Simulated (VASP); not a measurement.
Output of a VASP run:

File OSZICAR:
```
       N       E                     dE             d eps       ncg     rms          rms(c)
DAV:   1     0.710949118131E+03    0.71095E+03   -0.31662E+04  3192   0.190E+03
DAV:   2     0.289599966013E+02   -0.68199E+03   -0.65677E+03  3480   0.546E+02
DAV:   3    -0.398350728887E+02   -0.68795E+02   -0.68424E+02  3368   0.184E+02
DAV:   4    -0.416299107136E+02   -0.17948E+01   -0.17613E+01  3704   0.296E+01
DAV:   5    -0.416597598580E+02   -0.29849E-01   -0.29847E-01  3232   0.433E+00    0.207E+01
DAV:   6    -0.377411062133E+02    0.39187E+01   -0.25883E+01  3680   0.368E+01    0.146E+01
DAV:   7    -0.379178156004E+02   -0.17671E+00   -0.18663E+00  3272   0.102E+01    0.100E+01
DAV:   8    -0.376624787128E+02    0.25534E+00   -0.59390E-01  3264   0.719E+00    0.316E+00
DAV:   9    -0.379697387364E+02   -0.30726E+00   -0.15034E-01  3704   0.414E+00    0.962E-01
DAV:  10    -0.379730617726E+02   -0.33230E-02   -0.24398E-02  3216   0.105E+00    0.157E-01
DAV:  11    -0.379737747086E+02   -0.71294E-03   -0.92436E-04  3672   0.285E-01    0.737E-02
DAV:  12    -0.379743414820E+02   -0.56677E-03   -0.51390E-04  3368   0.157E-01    0.629E-02
DAV:  13    -0.379744027491E+02   -0.61267E-04   -0.66604E-05  3528   0.611E-02    0.125E-02
DAV:  14    -0.379744182121E+02   -0.15463E-04   -0.20839E-05  3456   0.312E-02    0.497E-03
DAV:  15    -0.379744192056E+02   -0.99347E-06   -0.14330E-06  3432   0.783E-03    0.291E-03
DAV:  16    -0.379744200716E+02   -0.86599E-06   -0.98515E-07  3256   0.654E-03    0.989E-04
DAV:  17    -0.379744200312E+02    0.40392E-07   -0.35057E-08  1920   0.161E-03
   1 F= -.37974420E+02 E0= -.37974420E+02  d E =-.379744E+02  mag=     0.0000
       N       E                     dE             d eps       ncg     rms          rms(c)
DAV:   1    -0.379800943050E+02   -0.56742E-02   -0.92312E-01  3072   0.715E+00    0.609E-01
DAV:   2    -0.379785910226E+02    0.15033E-02   -0.24337E-02  3632   0.116E+00    0.366E-01
DAV:   3    -0.379773562963E+02    0.12347E-02   -0.13997E-03  3880   0.324E-01    0.201E-01
DAV:   4    -0.379771048794E+02    0.25142E-03   -0.56032E-04  3592   0.174E-01    0.605E-02
DAV:   5    -0.379771105552E+02   -0.56759E-05   -0.53798E-05  3200   0.493E-02    0.365E-02
DAV:   6    -0.379771120902E+02   -0.15350E-05   -0.51596E-06  3848   0.185E-02    0.172E-02
DAV:   7    -0.379771130056E+02   -0.91538E-06   -0.12999E-06  3560   0.926E-03    0.316E-03
DAV:   8    -0.379771131000E+02   -0.94465E-07   -0.12677E-07  2048   0.313E-03
   2 F= -.37977113E+02 E0= -.37977113E+02  d E =-.269307E-02  mag=     0.0000
       N       E                     dE             d eps       ncg     rms          rms(c)
DAV:   1    -0.379838131999E+02   -0.67002E-02   -0.16702E+00  3072   0.962E+00    0.818E-01
DAV:   2    -0.379811142243E+02    0.26990E-02   -0.44120E-02  3632   0.156E+00    0.491E-01
DAV:   3    -0.379788798100E+02    0.22344E-02   -0.25352E-03  3864   0.438E-01    0.270E-01
DAV:   4    -0.379784291261E+02    0.45068E-03   -0.10149E-03  3592   0.234E-01    0.816E-02
DAV:   5    -0.379784392546E+02   -0.10128E-04   -0.97394E-05  3216   0.665E-02    0.492E-02
DAV:   6    -0.379784421850E+02   -0.29304E-05   -0.93833E-06  3784   0.251E-02    0.231E-02
DAV:   7    -0.379784438969E+02   -0.17119E-05   -0.23939E-06  3568   0.125E-02    0.430E-03
DAV:   8    -0.379784440813E+02   -0.18441E-06   -0.26077E-07  2680   0.432E-03    0.158E-03
DAV:   9    -0.379784441188E+02   -0.37500E-07   -0.54468E-08  1784   0.204E-03
   3 F= -.37978444E+02 E0= -.37978444E+02  d E =-.402409E-02  mag=    -0.0000
```

### OUTCAR
```
------------------------ aborting loop because EDIFF is reached ----------------------------------------
  FORCE on cell =-STRESS in cart. coord.  units (eV):
  Direction    XX          YY          ZZ          XY          YZ          ZX
  --------------------------------------------------------------------------------------
  Total        2.6254733      2.6254733      2.6564111     -0.0000000      0.0000000      0.0000000
  in kB       52.6613176     52.6613176     53.2818639     -0.0000000      0.0000000      0.0000000
  external PRESSURE =      52.8681664 kB  Pullay stress =       0.0000000 kB
  volume of cell :       79.88
      direct lattice vectors                 reciprocal lattice vectors
     4.903398246  0.000000000  0.000000000     0.203940196  0.000000000  0.000000000
     0.000000000  4.903398246  0.000000000    -0.000000000  0.203940196  0.000000000
     0.000000000  0.000000000  3.322248600     0.000000000  0.000000000  0.301000955
 POSITION                                       TOTAL-FORCE (eV/Angst)
 -----------------------------------------------------------------------------------
      0.00000      0.00000      0.00000        -0.000000      0.000000      0.000000
      2.45170      2.45170      1.66112        -0.000000      0.000000      0.000000
      1.48493      1.48493      0.00000         0.003615      0.003615      0.000000
      3.93663      0.96677      1.66112         0.003615     -0.003615     -0.000000
      0.96677      3.93663      1.66112        -0.003615      0.003615      0.000000
      3.41847      3.41847      0.00000        -0.003615     -0.003615     -0.000000
 -----------------------------------------------------------------------------------
    total drift:                                0.000000     -0.000000     -0.000000
  FREE ENERGIE OF THE ION-ELECTRON SYSTEM (eV)
  ---------------------------------------------------
  free  energy   TOTEN  =       -37.9784441188 eV

  energy  without entropy=      -37.9784441188  energy(sigma->0) =      -37.97844412

 total charge

# of ion       s       p       d       tot
------------------------------------------
    1        0.155   6.137   4.952  11.244
    2        0.155   6.137   4.952  11.244
    3        1.739   4.377   0.000   6.116
    4        1.739   4.377   0.000   6.116
    5        1.739   4.377   0.000   6.116
    6        1.739   4.377   0.000   6.116
--------------------------------------------------
tot          7.266  29.783   9.904  46.953

 magnetization (x)

# of ion       s       p       d       tot
------------------------------------------
    1        0.018   0.017   4.523   4.558
    2       -0.018  -0.017  -4.523  -4.558
    3       -0.002  -0.022   0.000  -0.025
    4        0.002   0.022   0.000   0.025
    5        0.002   0.022   0.000   0.025
    6       -0.002  -0.022   0.000  -0.025
--------------------------------------------------
tot         -0.000   0.000  -0.000  -0.000

 reached required accuracy - stopping structural energy minimisation
```
(Selected blocks of OUTCAR.)

POSCAR:
```
MnF2
1
    4.9216734317     0.0000000000     0.0000000000
    0.0000000000     4.9216734317     0.0000000000
    0.0000000000     0.0000000000     3.2976220228
Mn F
2 4
Direct
  0.0000000000   0.0000000000   0.0000000000
  0.5000000000   0.5000000000   0.5000000000
  0.3042934303   0.3042934303   0.0000000000
  0.8042934303   0.1957065697   0.5000000000
  0.1957065697   0.8042934303   0.5000000000
  0.6957065697   0.6957065697   0.0000000000
```

**Question.** Reconstruct the remaining input files.

**Answer.** One answer among several that fit: the input of the run itself, RPBE GGA, plane waves, VASP's PBE PAW potentials (set 64).

**KPOINTS**
```
Automatic mesh
0
Gamma
5 5 7
0 0 0
```

INCAR:
```
SYSTEM = MnF2
PREC = Accurate
ENCUT = 520
EDIFF = 1E-7
NELM = 100
ALGO = Normal
LREAL = .FALSE.
LASPH = .TRUE.
ISMEAR = 0
SIGMA = 0.05
GGA = RP
LMAXMIX = 4
ISPIN = 2
MAGMOM = 4.6 -4.6 -0.0 0.0 0.0 -0.0
LORBIT = 10
LWAVE = .FALSE.
LCHARG = .FALSE.
ISIF = 4
IBRION = 2
NSW = 30
EDIFFG = -0.01
```

POTCAR, in this order: Mn_pv F (PBE.64 set). Program: vasp_std.

The compound is MnF2 in the rutile structure. This cell is one point of a volume scan, at 0.94 of the reference volume. Symmetry was kept, so distortions that lower it aren't found.
